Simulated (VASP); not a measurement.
# MgAlF5 (P1) in VASP: single point with r2SCAN

Aim: the single point of MgAlF5 with r2SCAN.

Program: VASP 6.6.1. These are calculated values, not measurements. Logs are shortened: lines on timing, memory, paths and dates and some standing lists are left out, and cuts for length are marked.

## Step 1: Starting point

The typed cell holds 7 atoms: a = 3.635 Å, b = 5.258 Å, c = 5.217 Å, α = 88.59°, β = 111.23°, γ = 69.14°.

The cell was built by a generator and needn't be a form met in nature.

## Step 2: Single point, r2SCAN

File POSCAR:

```
MgAlF5
1.0
   -0.0043233800     -0.0366056400      3.6346678500
    3.7628998300     -3.1754722000      1.8445302600
    3.7340874000      3.1361400600     -1.8533985000
Mg Al F
1 1 5
Direct
    0.9762670000      0.9963000000      0.0085970000
    0.9992250000      0.4926950000      0.4931250000
    0.0070260000      0.7386500000      0.7421270000
    0.9691220000      0.2645010000      0.2560310000
    0.4867880000      0.5035980000      0.4885110000
    0.7143430000      0.7871820000      0.2054130000
    0.2915800000      0.2116570000      0.7843660000
```

File INCAR.step1:

```
PREC = Accurate ; ENCUT = 520
ISMEAR = -5 ; SIGMA = 0.0161
LREAL = F ; LASPH = T
NELM = 100 ; GGA = PE
ALGO = Normal ; EDIFF = 1E-4
LWAVE = T ; LCHARG = F
```

File INCAR.step2:

```
PREC = Accurate ; ENCUT = 520
EDIFF = 1E-6 ; ISMEAR = 1
SIGMA = 0.0161 ; LREAL = F
LASPH = T ; NELM = 100
ALGO = Normal ; ISIF = 2
LWAVE = F ; LCHARG = F
METAGGA = R2SCAN ; LMIXTAU = T
LORBIT = 10 ; ISTART = 1
```

File KPOINTS:

```
Automatic mesh
0
Gamma
  6 4 4
  0.5 0 0.5
```

Potentials or basis: VASP PAW PBE potentials, release 64 (Mg, Al, F).

Command:

```sh
cat potpaw_PBE.64/Mg/POTCAR potpaw_PBE.64/Al/POTCAR potpaw_PBE.64/F/POTCAR > POTCAR
cp INCAR.step1 INCAR
mpirun -np 1 vasp_std > vasp.out
cp INCAR.step2 INCAR
mpirun -np 1 vasp_std > vasp.out
```

OUTCAR:

```text
PREC = Accurate
   ENCUT = 520
   EDIFF = 1E-6
   ISMEAR = 1
   LREAL = F
   LASPH = T
   NELM = 100
   ISIF = 2
   METAGGA = R2SCAN
   LORBIT = 10
   ISTART = 1

 ion  position               nearest neighbor table
   1  0.976  0.996  0.009-   4 1.93   3 1.97   6 2.14   7 2.16   6 2.30   7 2.41
   2  0.999  0.493  0.493-   4 1.75   7 1.80   5 1.80   6 1.83   5 1.83   3 1.86
   3  0.007  0.739  0.742-   2 1.86   1 1.97
   4  0.969  0.265  0.256-   2 1.75   1 1.93
   5  0.487  0.504  0.489-   2 1.80   2 1.83
   6  0.714  0.787  0.205-   2 1.83   1 2.14   1 2.30
   7  0.292  0.212  0.784-   2 1.80   1 2.16   1 2.41

  LATTYP: Found a triclinic cell.
 ALAT       =     5.2166914023
 B/A-ratio  =     1.4371361218
 C/A-ratio  =     0.6967739643
 COS(alpha) =     0.0023194009
 COS(beta)  =     0.3621697517
 COS(gamma) =     0.7130520658

  Lattice vectors:

 A1 = (   3.7340874000,   3.1361400600,  -1.8533985000)
 A2 = (   7.4969872300,  -0.0393321400,  -0.0088682400)
 A3 = (   0.0043233800,   0.0366056400,  -3.6346678500)

Analysis of symmetry for initial positions (statically):
=====================================================================
 Subroutine PRICEL returns:
 Original cell was already a primitive cell.

 Routine SETGRP: Setting up the symmetry group for a
 triclinic supercell.

 Subroutine GETGRP returns: Found  1 space group operations
 (whereof  1 operations were pure point group operations)
 out of a pool of  2 trial point group operations.

The static configuration has the point symmetry C_1 .

Analysis of symmetry for dynamics (positions and initial velocities):
=====================================================================
 Subroutine PRICEL returns:
 Original cell was already a primitive cell.

 Routine SETGRP: Setting up the symmetry group for a
 triclinic supercell.

 Subroutine GETGRP returns: Found  1 space group operations
 (whereof  1 operations were pure point group operations)
 out of a pool of  2 trial point group operations.

The dynamic configuration has the point symmetry C_1 .

 Subroutine INISYM returns: Found  1 space group operations
 (whereof  1 operations are pure point group operations),
 and found     1 'primitive' translations

----------------------------------------------------------------------------------------

[... 117 lines left out ...]
   ISMEAR =     1;   SIGMA  =   0.02  broadening in eV -4-tet -1-fermi 0-gaus
   EFERMI_NEDOS =   21; number of points for ismear=-14 and -15
   IALGO  =     38    algorithm
   IMIX   =      4    mixing-type and parameters
     AMIX     =   0.40;   BMIX     =  1.00
     AMIX_MAG =   1.60;   BMIX_MAG =  1.00
  volume/ion in A,a.u.               =      12.21        82.41
  Fermi-wavevector in a.u.,A,eV,Ry     =   1.270970  2.401784 21.978361  1.615364
  Thomas-Fermi vector in A             =   2.403928
   LORBIT       =     10    0 simple, 1 ext, 2 COOP (PROOUT), +10 PAW based schemes
   METAGGA = R2SCAN    functional components
   LHFCALC =     F    Hartree Fock is set to
   AEXX    =    0.0000 exact exchange contribution
   IVDW    =     0    specifies the selected vdW correction
   LEPSILON=     F    determine dielectric tensor
   LRPA    =     F    only Hartree local field effects (RPA)
 non-spin polarized calculation
 Methfessel and Paxton  Order N= 1 SIGMA  =   0.02
  energy-cutoff  :      520.00
  volume of cell :       85.48
 maximum number of plane-waves:      2318
   NGX = 13   NGY = 19   NGZ = 19

 number of electron      39.9999991 magnetization

 Free energy of the ion-electron system (eV)
  ---------------------------------------------------
  ext. energy  EPLUGINS =         0.00000000
  ---------------------------------------------------
  free energy    TOTEN  =       -52.85911493 eV

  energy without entropy =      -52.85913437  energy(sigma->0) =      -52.85912141

 E-fermi :  -1.9756     XC(G=0):  -9.5499

 val. band max:       -1.9891923881   @ k =  -0.0833  -0.0000   0.1250
 cond. band min:       5.5394145512   @ k =  -0.0833  -0.0000   0.1250
 fundamental gap:      7.5286069393
 Fermi energy:        -1.9756380901

 k-point     1 :       0.0833   -0.0000    0.1250
  band No.  band energies     occupation
      1     -24.7004      2.00000
      2     -23.7427      2.00000
      3     -23.5716      2.00000
      4     -23.4383      2.00000
      5     -22.7884      2.00000
      6      -6.9509      2.00000
[... 637 lines left out ...]
     23      11.0810      0.00000
     24      12.2129      0.00000

 [... further k-points ...]

------------------------ aborting loop because EDIFF is reached ----------------------------------------

  FORCE on cell =-STRESS in cart. coord.  units (eV):
  Direction    XX          YY          ZZ          XY          YZ          ZX
  --------------------------------------------------------------------------------------
  -------------------------------------------------------------------------------------
  Total       -3.7291161     -2.0057068     -4.4983391      0.1038129      0.3805744     -0.1829779
  in kB      -69.8936296    -37.5923212    -84.3109297      1.9457328      7.1329850     -3.4294958
  external PRESSURE =     -63.9322935 kB  Pullay stress =       0.0000000 kB

 VOLUME and BASIS-vectors are now :
 -----------------------------------------------------------------------------
  energy-cutoff  :      520.00
  volume of cell :       85.48
      direct lattice vectors                 reciprocal lattice vectors
    -0.004323380 -0.036605640  3.634667850     0.001178133  0.162158762  0.276762846
     3.762899830 -3.175472200  1.844530260     0.132552730 -0.158676945 -0.001440405
     3.734087400  3.136140060 -1.853398500     0.134228901  0.160089055  0.001771960

 POSITION                                       TOTAL-FORCE (eV/Angst)
 -----------------------------------------------------------------------------------
      3.77686     -3.17250      5.37018        -0.442632     -0.016075     -0.086001
      3.69101     -0.05461      3.62668         1.234951     -0.193346     -0.180674
      5.55060     -0.01841      0.01254         0.010075     -0.043097     -0.142156
      1.94714     -0.07244      3.53579        -1.004586      0.058656      0.251946
      3.71703     -0.08494      1.79281         0.040609      0.093387      0.297797
      3.72603     -1.88162      3.66767         0.146146     -0.532099     -0.228028
      3.72407      1.77710     -0.00354         0.015437      0.632573      0.087117
 -----------------------------------------------------------------------------------
    total drift:                                0.017017     -0.004018      0.002107

  FREE ENERGIE OF THE ION-ELECTRON SYSTEM (eV)
  ---------------------------------------------------
  free  energy   TOTEN  =       -52.8591149257 eV

  energy  without entropy=      -52.8591343730  energy(sigma->0) =      -52.85912141

 total charge

# of ion       s       p       d       tot
------------------------------------------
    1        0.088   0.105   0.045   0.237
    2        0.272   0.378   0.000   0.650
    3        1.733   4.443   0.000   6.176
    4        1.735   4.473   0.000   6.208
    5        1.736   4.483   0.000   6.219
    6        1.735   4.442   0.000   6.177
    7        1.735   4.443   0.000   6.178
--------------------------------------------------
tot          9.034  22.766   0.045  31.845
```

OSZICAR.step1:

```text
N       E                     dE             d eps       ncg     rms          rms(c)
DAV:   1     0.275207504610E+03    0.27521E+03   -0.23239E+04  2376   0.156E+03
DAV:   2    -0.286045692841E+02   -0.30381E+03   -0.30014E+03  2712   0.355E+02
DAV:   3    -0.419520966413E+02   -0.13348E+02   -0.13331E+02  2904   0.854E+01
DAV:   4    -0.420441806961E+02   -0.92084E-01   -0.92063E-01  2792   0.774E+00
DAV:   5    -0.420450295602E+02   -0.84886E-03   -0.84883E-03  2928   0.718E-01    0.114E+01
DAV:   6    -0.387031431517E+02    0.33419E+01   -0.14386E+01  2600   0.264E+01    0.387E+00
DAV:   7    -0.386814373650E+02    0.21706E-01   -0.16585E-01  2840   0.313E+00    0.218E+00
DAV:   8    -0.386900361819E+02   -0.85988E-02   -0.73711E-02  2768   0.269E+00    0.372E-01
DAV:   9    -0.386938941257E+02   -0.38579E-02   -0.69521E-03  2912   0.777E-01    0.163E-01
DAV:  10    -0.386945333664E+02   -0.63924E-03   -0.86740E-04  2720   0.285E-01    0.763E-02
DAV:  11    -0.386946149864E+02   -0.81620E-04   -0.10204E-04  2120   0.126E-01
   1 F= -.38694615E+02 E0= -.38694615E+02  d E =0.000000E+00
```

It took 3.8 min on 1 thread of Intel Xeon Platinum 8488C (Sapphire Rapids), shared host; peak memory 0.26 GiB.

Results:

```
Free energy                                           : -52.8591 eV
Pressure                                              : -6.4 GPa
Largest force                                         : 1.263 eV/Å
Band gap on the k mesh                                : 7.53 eV, direct
Valence electrons inside the program's atomic spheres : Mg 0.24; Al 0.65; F 6.18, 6.21, 6.22
```

Forces in eV/Å, atoms in the order of the input:
```
Mg  -0.443 -0.016 -0.086
Al   1.235 -0.193 -0.181
F    0.010 -0.043 -0.142
F   -1.005  0.059  0.252
F    0.041  0.093  0.298
F    0.146 -0.532 -0.228
F    0.015  0.633  0.087
```

Stress tensor (GPa, compression positive):
```
-6.99  0.19 -0.34
 0.19 -3.76  0.71
-0.34  0.71 -8.43
```

Levels at points of the mesh, in eV from the valence-band top:
```
           k point  band 16  band 17  band 18  band 19  band 20  band 21  band 22  band 23  band 24
(0.08, 0.00, 0.12)    -1.02    -0.91    -0.69    -0.41    -0.05     7.80    11.76    13.33    14.11
```

Caveat: the PAW data sets were made with another functional, which shifts forces and pressure a little. r2SCAN opens gaps a little over a GGA but as a rule still falls short of measured ones.
